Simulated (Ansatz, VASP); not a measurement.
**C (Diamond) in two plane-wave programs**

Wanted: the spread between two codes on one cell, functional and k mesh. The cell is taken from a series of runs on this material, whose earlier steps may have relaxed, scaled, displaced or heated it; both programs get it as it stands.

Program: Ansatz 0.2.0. Level of theory: plane waves, with VASP 6.6.1 beside it; zone-centre phonons at LDA. Results are calculated unless marked as measured.

### 1. The starting structure

The structure is cubic, space group Fd-3m (No. 227). Conventional cell: a = 3.532 Å, b = 3.532 Å, c = 3.532 Å, α = 90.00°, β = 90.00°, γ = 90.00°. Nearest to C lie 4 C at 1.53 Å.

Structure file:

```
C
1.0
    -1.76587    0.00000    1.76587
     0.00000    1.76587    1.76587
    -1.76587    1.76587    0.00000
C
2
Direct
  0.50000 0.50000 0.50000
  0.25000 0.25000 0.25000
```

### 2. VASP: zone-centre phonons, LDA

Second derivatives magnify differences that forces hide, and they need a tight electronic threshold.

Lines of VASP's logs that name or quote its potential files are left out, and so is its time.

INCAR

```
SYSTEM = C
PREC = Accurate
ENCUT = 600
EDIFF = 1E-08
NELM = 120
ISMEAR = 0
SIGMA = 0.01
LREAL = .FALSE.
ALGO = Normal
GGA = CA
NBANDS = 10
LORBIT = 11
LWAVE = .FALSE.
LCHARG = .FALSE.
ISIF = 2
IBRION = 8
LEPSILON = .TRUE.
LASPH = .TRUE.
GGA_COMPAT = .FALSE.
EFERMI = MIDGAP
```

POSCAR

```
C
1.0
   -1.7658712172      0.0000000000      1.7658712172
    0.0000000000      1.7658712172      1.7658712172
   -1.7658712172      1.7658712172      0.0000000000
C
2
Direct
    0.5000000000      0.5000000000      0.5000000000
    0.2500000000      0.2500000000      0.2500000000
```

KPOINTS

```
Automatic mesh
0
Gamma
12 12 12
0 0 0
```

Potentials, in the order of the species: C (LDA family, release 64).

Command:

```sh
mpirun -np 1 vasp_std
```

Numbers of over 12 decimals in the logs are rounded to 6 here.

Output:

```text
[banner, memory and clock lines left out]
running    1 mpi-ranks, on    1 nodes
 distrk:  each k-point on    1 cores,    1 groups
 distr:  one band on    1 cores,    1 groups

 POSCAR found type information on POSCAR C
 POSCAR found :  1 types and       2 ions
 LDA part: xc-table for (Slater(with rela. corr.)+CA(PZ))
 , standard interpolation
 POSCAR, INCAR and KPOINTS ok, starting setup
 FFT: planning ... GRIDC
 FFT: planning ... GRID_SOFT
 FFT: planning ... GRID
 WAVECAR not read
 entering main loop
       N       E                     dE             d eps       ncg     rms          rms(c)
DAV:   1    -0.100792777392E+01   -0.10079E+01   -0.51917E+03  1512   0.857E+02
DAV:   2    -0.207974987351E+02   -0.19790E+02   -0.19262E+02  1968   0.137E+02
DAV:   3    -0.211182483694E+02   -0.32075E+00   -0.32003E+00  1688   0.139E+01
DAV:   4    -0.211189174111E+02   -0.66904E-03   -0.66901E-03  1580   0.761E-01
DAV:   5    -0.211189183496E+02   -0.93847E-06   -0.93846E-06  1640   0.282E-02    0.588E+00
DAV:   6    -0.204759366889E+02    0.64298E+00   -0.36904E-01  1492   0.450E+00    0.341E+00
DAV:   7    -0.202522686183E+02    0.22367E+00   -0.43297E-01  1562   0.488E+00    0.750E-01
DAV:   8    -0.202520833996E+02    0.18522E-03   -0.90763E-03  1528   0.864E-01    0.265E-02
DAV:   9    -0.202520710211E+02    0.12379E-04   -0.34114E-05  1596   0.498E-02    0.194E-02
DAV:  10    -0.202520723870E+02   -0.13659E-05   -0.18009E-06  1594   0.122E-02    0.453E-03
DAV:  11    -0.202520723200E+02    0.66994E-07   -0.59245E-08  1654   0.202E-03    0.737E-04
DAV:  12    -0.202520723087E+02    0.11314E-07   -0.13465E-09   862   0.368E-04    0.148E-04
DAV:  13    -0.202520723065E+02    0.22440E-08   -0.82942E-11   760   0.972E-05
   1 F= -.20252072E+02 E0= -.20252072E+02  d E =0.000000E+00
 Linear response reoptimize wavefunctions to high precision
DAV:   1    -0.202520723060E+02    0.48777E-09   -0.31075E-12   856   0.194E-05
DAV:   2    -0.202520723060E+02   -0.19554E-10    0.32700E-13   746   0.489E-06
 Linear response G [H, r] |phi>, progress :
  Direction:   1
       N       E                     dE             d eps       ncg     rms
RMM:   1    -0.355665379971E+02   -0.35567E+02   -0.53544E+01  3344   0.416E+01
RMM:   2    -0.329108714153E+02    0.26557E+01   -0.67117E-01  2281   0.744E+00
RMM:   3    -0.329163645398E+02   -0.54931E-02   -0.24837E-03  2390   0.442E-01
RMM:   4    -0.329164163251E+02   -0.51785E-04   -0.15598E-05  2552   0.368E-02
RMM:   5    -0.329164173305E+02   -0.10054E-05   -0.11053E-06  2522   0.342E-03
RMM:   6    -0.329164173424E+02   -0.11898E-07   -0.10388E-06  2347   0.636E-04
RMM:   7    -0.329164172468E+02    0.95637E-07   -0.42272E-07  1920   0.372E-04
RMM:   8    -0.329164172463E+02    0.46931E-09   -0.40304E-07  1851   0.357E-04
RMM:   9    -0.329164172464E+02   -0.73015E-10   -0.39421E-07  1750   0.357E-04
RMM:  10    -0.329164172424E+02    0.39708E-08   -0.38014E-07  1488   0.357E-04
 Linear response G [H, r] |phi>, progress :
  Direction:   2
       N       E                     dE             d eps       ncg     rms
RMM:   1    -0.322403740140E+02   -0.32240E+02   -0.22094E+00  3334   0.434E+01
RMM:   2    -0.323803314670E+02   -0.13996E+00   -0.97041E-01  2277   0.863E+00
RMM:   3    -0.323918855709E+02   -0.11554E-01   -0.30600E-03  2397   0.525E-01
RMM:   4    -0.323920036875E+02   -0.11812E-03   -0.17364E-05  2521   0.416E-02
RMM:   5    -0.323920054355E+02   -0.17480E-05    0.57839E-07  2500   0.409E-03
RMM:   6    -0.323920054718E+02   -0.36333E-07    0.64112E-07  2340   0.705E-04
RMM:   7    -0.323920054841E+02   -0.12327E-07    0.85744E-08  1884   0.386E-04
RMM:   8    -0.323920054828E+02    0.13661E-08    0.11569E-07  1820   0.361E-04
RMM:   9    -0.323920054831E+02   -0.28040E-09    0.96953E-08  1685   0.359E-04
 Linear response G [H, r] |phi>, progress :
  Direction:   3
       N       E                     dE             d eps       ncg     rms
RMM:   1    -0.207690388857E+02   -0.20769E+02    0.61046E+01  3194   0.404E+01
RMM:   2    -0.224129652842E+02   -0.16439E+01   -0.91300E-01  2260   0.789E+00
RMM:   3    -0.224180629542E+02   -0.50977E-02   -0.58954E-03  2419   0.498E-01
RMM:   4    -0.224180331953E+02    0.29759E-04   -0.71380E-05  2478   0.411E-02
RMM:   5    -0.224180319034E+02    0.12919E-05   -0.18079E-06  2424   0.415E-03
RMM:   6    -0.224180318108E+02    0.92565E-07   -0.21190E-07  2212   0.705E-04
RMM:   7    -0.224180317782E+02    0.32642E-07    0.29049E-07  1733   0.372E-04
RMM:   8    -0.224180317645E+02    0.13662E-07    0.69709E-07  1609   0.344E-04
RMM:   9    -0.224180317655E+02   -0.91310E-09   -0.15620E-07  1477   0.342E-04
RMM:  10    -0.224180317663E+02   -0.82396E-09   -0.14773E-07  1182   0.342E-04
 Linear response to external field (no local field effect), progress :
  Direction:   1
       N       E                     dE             d eps       ncg     rms          rms(c)
RMM:   1    -0.174076890571E+00   -0.17408E+00   -0.61821E-01  3171   0.227E+00
RMM:   2    -0.178094759308E+00   -0.40179E-02   -0.10326E-03  2309   0.276E-01
RMM:   3    -0.178099056295E+00   -0.42970E-05   -0.33123E-06  2330   0.116E-02
RMM:   4    -0.178099077172E+00   -0.20877E-07   -0.15256E-08  2292   0.839E-04
RMM:   5    -0.178099077240E+00   -0.68175E-10   -0.87223E-10  1724   0.582E-05
 change of polarisation eV/A/(eV/A) component  1 :     0.356    -0.161     0.061
 dielectric tensor                  component  1 :     6.853    -2.651     0.997
 Linear response to external field (no local field effect), progress :
  Direction:   2
       N       E                     dE             d eps       ncg     rms          rms(c)
RMM:   1    -0.177063869218E+00   -0.17706E+00   -0.64465E-01  3163   0.225E+00
RMM:   2    -0.181178316129E+00   -0.41144E-02   -0.10616E-03  2301   0.273E-01
RMM:   3    -0.181182812622E+00   -0.44965E-05   -0.32508E-06  2318   0.116E-02
RMM:   4    -0.181182832006E+00   -0.19384E-07   -0.13216E-08  2287   0.794E-04
RMM:   5    -0.181182832098E+00   -0.92234E-10    0.42085E-10  1731   0.569E-05
 change of polarisation eV/A/(eV/A) component  2 :    -0.161     0.362     0.047
 dielectric tensor                  component  2 :    -2.651     6.954     0.769
 Linear response to external field (no local field effect), progress :
  Direction:   3
       N       E                     dE             d eps       ncg     rms          rms(c)
RMM:   1    -0.892590836307E-01   -0.89259E-01   -0.31657E-01  3117   0.168E+00
RMM:   2    -0.915482195035E-01   -0.22891E-02   -0.52316E-04  2274   0.191E-01
RMM:   3    -0.915503258108E-01   -0.21063E-05   -0.15315E-06  2313   0.847E-03
RMM:   4    -0.915503343156E-01   -0.85048E-08   -0.61686E-09  2269   0.608E-04
 change of polarisation eV/A/(eV/A) component  3 :     0.061     0.047     0.183
 dielectric tensor                  component  3 :     0.997     0.769     4.008
 Linear response to external field, progress :
  Direction:   1
       N       E                     dE             d eps       ncg     rms          rms(c)
RMM:   1    -0.146791882671E+00   -0.14679E+00   -0.52640E-01  7159   0.207E+00
RMM:   2    -0.150273760900E+00   -0.34819E-02   -0.87338E-04  5169   0.247E-01    0.690E-01
RMM:   3    -0.148029513615E+00    0.22442E-02   -0.73880E-04  5137   0.210E-01    0.402E-01
RMM:   4    -0.152851699742E+00   -0.48222E-02   -0.10811E-03  5160   0.256E-01    0.326E-02
RMM:   5    -0.153249259602E+00   -0.39756E-03   -0.11552E-05  5284   0.267E-02    0.279E-03
RMM:   6    -0.153262819103E+00   -0.13560E-04   -0.35767E-08  5473   0.167E-03    0.151E-03
RMM:   7    -0.153266162601E+00   -0.33435E-05   -0.60807E-09  5455   0.708E-04    0.102E-04
RMM:   8    -0.153266740836E+00   -0.57823E-06   -0.61061E-10  4369   0.669E-05    0.254E-05
RMM:   9    -0.153266621204E+00    0.11963E-06   -0.53809E-10  2388   0.270E-05    0.213E-06
 change of polarisation eV/A/(eV/A) component  1 :     0.290    -0.077     0.002
 dielectric tensor                  component  1 :     5.763    -1.265     0.028
 Linear response to external field, progress :
  Direction:   2
       N       E                     dE             d eps       ncg     rms          rms(c)
RMM:   1    -0.146819879029E+00   -0.14682E+00   -0.52668E-01  7147   0.207E+00
RMM:   2    -0.150273758854E+00   -0.34539E-02   -0.87199E-04  5167   0.247E-01    0.690E-01
RMM:   3    -0.148028373696E+00    0.22454E-02   -0.74163E-04  5137   0.210E-01    0.402E-01
RMM:   4    -0.152851348078E+00   -0.48230E-02   -0.10845E-03  5160   0.256E-01    0.326E-02
RMM:   5    -0.153249447262E+00   -0.39810E-03   -0.11570E-05  5283   0.267E-02    0.279E-03
RMM:   6    -0.153262801872E+00   -0.13355E-04   -0.35633E-08  5473   0.168E-03    0.151E-03
RMM:   7    -0.153266169161E+00   -0.33673E-05   -0.49836E-09  5458   0.710E-04    0.102E-04
RMM:   8    -0.153266733425E+00   -0.56426E-06    0.19530E-10  4386   0.681E-05    0.255E-05
RMM:   9    -0.153266619949E+00    0.11348E-06    0.32156E-10  2380   0.266E-05    0.210E-06
 change of polarisation eV/A/(eV/A) component  2 :    -0.094     0.290     0.032
 dielectric tensor                  component  2 :    -1.541     5.763     0.523
 Linear response to external field, progress :
  Direction:   3
       N       E                     dE             d eps       ncg     rms          rms(c)
RMM:   1    -0.146788083573E+00   -0.14679E+00   -0.52636E-01  7159   0.207E+00
RMM:   2    -0.150273774761E+00   -0.34857E-02   -0.87207E-04  5169   0.247E-01    0.690E-01
RMM:   3    -0.148029562942E+00    0.22442E-02   -0.74028E-04  5136   0.210E-01    0.402E-01
RMM:   4    -0.152851657965E+00   -0.48221E-02   -0.10828E-03  5162   0.256E-01    0.326E-02
RMM:   5    -0.153249293129E+00   -0.39764E-03   -0.11568E-05  5281   0.268E-02    0.279E-03
RMM:   6    -0.153262813156E+00   -0.13520E-04   -0.35838E-08  5467   0.167E-03    0.151E-03
RMM:   7    -0.153266160296E+00   -0.33471E-05   -0.60898E-09  5457   0.708E-04    0.102E-04
RMM:   8    -0.153266738531E+00   -0.57823E-06   -0.61141E-10  4378   0.672E-05    0.254E-05
RMM:   9    -0.153266619638E+00    0.11889E-06   -0.54062E-10  2387   0.269E-05    0.213E-06
 change of polarisation eV/A/(eV/A) component  3 :    -0.060     0.012     0.290
 dielectric tensor                  component  3 :    -0.981     0.204     5.763
 Linear response DOF=           1
 Linear response progress:
  Degree of freedom:   1/  1
       N       E                     dE             d eps       ncg     rms          rms(c)
RMM:   1    -0.120172015553E+00   -0.12017E+00   -0.21696E-02 13345   0.207E+00
RMM:   2    -0.110386896166E+00    0.97851E-02   -0.18250E-04  8537   0.397E-01    0.190E-01
RMM:   3    -0.110745469465E+00   -0.35857E-03   -0.50183E-05  8426   0.113E-01    0.103E-01
RMM:   4    -0.111550733391E+00   -0.80526E-03   -0.13014E-04  8352   0.117E-01    0.133E-02
RMM:   5    -0.111517706911E+00    0.33026E-04    0.15742E-05  9077   0.137E-02    0.100E-03
RMM:   6    -0.111519104212E+00   -0.13973E-05    0.18735E-06  9094   0.821E-04    0.437E-04
RMM:   7    -0.111516706926E+00    0.23973E-05    0.54470E-07  9289   0.362E-04    0.655E-05
RMM:   8    -0.111516770579E+00   -0.63654E-07   -0.30342E-07  9354   0.708E-05    0.101E-05
RMM:   9    -0.111516648854E+00    0.12173E-06   -0.36073E-07  9685   0.464E-05    0.140E-06
RMM:  10    -0.111516645448E+00    0.34065E-08   -0.32745E-07  7614   0.346E-05    0.423E-07
RMM:  11    -0.111516640583E+00    0.48646E-08   -0.28743E-07  5802   0.340E-05    0.384E-08
 first order change of Fermi-energy  -0.52336E+01
 force on displaced ion       1 direction 1 : -38.868   0.000   0.000
 Born effective charge ion    1 direction 1 :  -0.000   0.000   0.000
 Born effective charges drift removed
 Linear response finished
```

Parts of OUTCAR (step 2):

```text
ion  position               nearest neighbor table
   1  0.500  0.500  0.500-   2 1.53   2 1.53   2 1.53   2 1.53
   2  0.250  0.250  0.250-   1 1.53   1 1.53   1 1.53   1 1.53

  LATTYP: Found a face centered cubic cell.
 ALAT       =     3.5317424344

 Subroutine GETGRP returns: Found 48 space group operations
 (whereof 24 operations were pure point group operations)

The static configuration has the point symmetry T_d .
 The point group associated with its full space group is O_h .

 Found     72 irreducible k-points:

   k-points           NKPTS =     72   k-points in BZ     NKDIM =     72   number of bands    NBANDS=     10

   dimension x,y,z NGX =    20 NGY =   20 NGZ =   20
   dimension x,y,z NGXF=    40 NGYF=   40 NGZF=   40

   ENCUT  =  600.0 eV  44.10 Ry    6.64 a.u.   4.99  4.99  4.99*2*pi/ulx,y,z

   NELECT =       8.0000    total number of electrons

 k-points in reciprocal lattice and weights: Automatic mesh
   0.00000000  0.00000000  0.00000000       0.001
   0.08333333  0.00000000  0.00000000       0.005
   0.16666667  0.00000000  0.00000000       0.005
   0.25000000  0.00000000  0.00000000       0.005
   0.33333333  0.00000000  0.00000000       0.005
   0.41666667  0.00000000  0.00000000       0.005
   0.50000000  0.00000000  0.00000000       0.002
   0.08333333  0.08333333  0.00000000       0.003
   0.16666667  0.08333333  0.00000000       0.014
[...]
-0.33333333  0.50000000  0.16666667       0.007
  -0.25000000  0.50000000  0.25000000       0.003

 average (electrostatic) potential at core
       1 -49.0746       2 -49.0746

  Total        0.0571844      0.0571844      0.0571844      0.0000000      0.0000000      0.0000000
  in kB        8.3191902      8.3191902      8.3191902      0.0000000      0.0000000      0.0000000
  external PRESSURE =       8.3191902 kB  Pullay stress =       0.0000000 kB

  energy-cutoff  :      600.00
  volume of cell :       11.01
      direct lattice vectors                 reciprocal lattice vectors
    -1.765871217  0.000000000  1.765871217    -0.283146356 -0.283146356  0.283146356
     0.000000000  1.765871217  1.765871217     0.283146356  0.283146356  0.283146356
    -1.765871217  1.765871217  0.000000000    -0.283146356  0.283146356 -0.283146356

 POSITION                                       TOTAL-FORCE (eV/Angst)
 -----------------------------------------------------------------------------------
     -1.76587      1.76587      1.76587         0.000000     -0.000000     -0.000000
     -0.88294      0.88294      0.88294        -0.000000      0.000000      0.000000
 -----------------------------------------------------------------------------------
    total drift:                               -0.000000      0.000000      0.000000

 MACROSCOPIC STATIC DIELECTRIC TENSOR (including local field effects in DFT)
 ------------------------------------------------------
           5.762556     0.000000     0.000000
          -0.000000     5.762556    -0.000000
           0.000000     0.000000     5.762556
 ------------------------------------------------------

 PIEZOELECTRIC TENSOR (including local field effects)  for field in x, y, z        (C/m^2)
          XX          YY          ZZ          XY          YZ          ZX
  --------------------------------------------------------------------------------
  x     0.00000    -0.00000    -0.00000     0.00000    -0.00000     0.00000
  y    -0.00000    -0.00000     0.00000     0.00000     0.00000    -0.00000
  z    -0.00000     0.00000     0.00000    -0.00000     0.00000     0.00000

 BORN EFFECTIVE CHARGES (including local field effects) (in |e|, cummulative output)
 ---------------------------------------------------------------------------------
 ion    1
    1     0.00000     0.00000     0.00000
    2     0.00000     0.00000     0.00000
    3     0.00000     0.00000     0.00000
 ion    2
    1    -0.00000    -0.00000    -0.00000
    2     0.00000    -0.00000     0.00000
    3     0.00000    -0.00000    -0.00000

 Eigenvectors and eigenvalues of the dynamical matrix
 ----------------------------------------------------

   1 f  =   39.771406 THz   249.891111 2PiTHz 1326.631289 cm-1   164.481243 meV
             X         Y         Z           dx          dy          dz
     -1.765871  1.765871  1.765871     0.000000   -0.707107    0.000000
     -0.882936  0.882936  0.882936     0.000000    0.707107    0.000000

   2 f  =   39.771406 THz   249.891111 2PiTHz 1326.631289 cm-1   164.481243 meV
             X         Y         Z           dx          dy          dz
     -1.765871  1.765871  1.765871    -0.707107    0.000000    0.000000
     -0.882936  0.882936  0.882936     0.707107    0.000000    0.000000

   3 f  =   39.771406 THz   249.891111 2PiTHz 1326.631289 cm-1   164.481243 meV
             X         Y         Z           dx          dy          dz
     -1.765871  1.765871  1.765871     0.000000    0.000000   -0.707107
     -0.882936  0.882936  0.882936     0.000000    0.000000    0.707107

   4 f  =    0.000000 THz     0.000000 2PiTHz    0.000000 cm-1     0.000000 meV
             X         Y         Z           dx          dy          dz
     -1.765871  1.765871  1.765871     0.707107    0.000000    0.000000
     -0.882936  0.882936  0.882936     0.707107    0.000000    0.000000

   5 f  =    0.000000 THz     0.000000 2PiTHz    0.000000 cm-1     0.000000 meV
             X         Y         Z           dx          dy          dz
     -1.765871  1.765871  1.765871     0.000000    0.707107    0.000000
     -0.882936  0.882936  0.882936     0.000000    0.707107    0.000000

   6 f  =    0.000000 THz     0.000000 2PiTHz    0.000000 cm-1     0.000000 meV
             X         Y         Z           dx          dy          dz
     -1.765871  1.765871  1.765871     0.000000    0.000000    0.707107
     -0.882936  0.882936  0.882936     0.000000    0.000000    0.707107

 MACROSCOPIC STATIC DIELECTRIC TENSOR IONIC CONTRIBUTION
 ------------------------------------------------------
           0.000000     0.000000     0.000000
           0.000000     0.000000     0.000000
           0.000000     0.000000     0.000000
 ------------------------------------------------------

 ELASTIC MODULI CONTR FROM IONIC RELAXATION (kBar)
 Direction    XX          YY          ZZ          XY          YZ          ZX
 --------------------------------------------------------------------------------
 XX          -0.0000      0.0000     -0.0000     -0.0000     -0.0000     -0.0000
 YY           0.0000     -0.0000      0.0000     -0.0000      0.0000      0.0000
 ZZ          -0.0000      0.0000     -0.0000      0.0000      0.0000     -0.0000
 XY          -0.0000     -0.0000      0.0000    -66.7197      0.0000      0.0000
 YZ          -0.0000      0.0000      0.0000      0.0000    -66.7197      0.0000
 ZX          -0.0000      0.0000     -0.0000      0.0000      0.0000    -66.7197
 --------------------------------------------------------------------------------

 PIEZOELECTRIC TENSOR IONIC CONTR  for field in x, y, z        (C/m^2)
          XX          YY          ZZ          XY          YZ          ZX
  --------------------------------------------------------------------------------
  x     0.00000    -0.00000    -0.00000     0.00000     0.00000     0.00000
  y     0.00000    -0.00000     0.00000     0.00000     0.00000     0.00000
  z     0.00000     0.00000    -0.00000     0.00000     0.00000     0.00000
```

(Continued in part 2 of 2.)

[Lines on the potential files, build, host, timing and source positions are cut from VASP's logs without a mark.]

[Logs are printed without paths, hosts, clocks, repeated set-up lines and the standing remarks that a program may print on its own settings, such as how far it seeks lower states.]

[Hosts, paths, dates, database ids (printed as entryN), source tags and the programs' standing remarks are cut or masked in the printed files.]
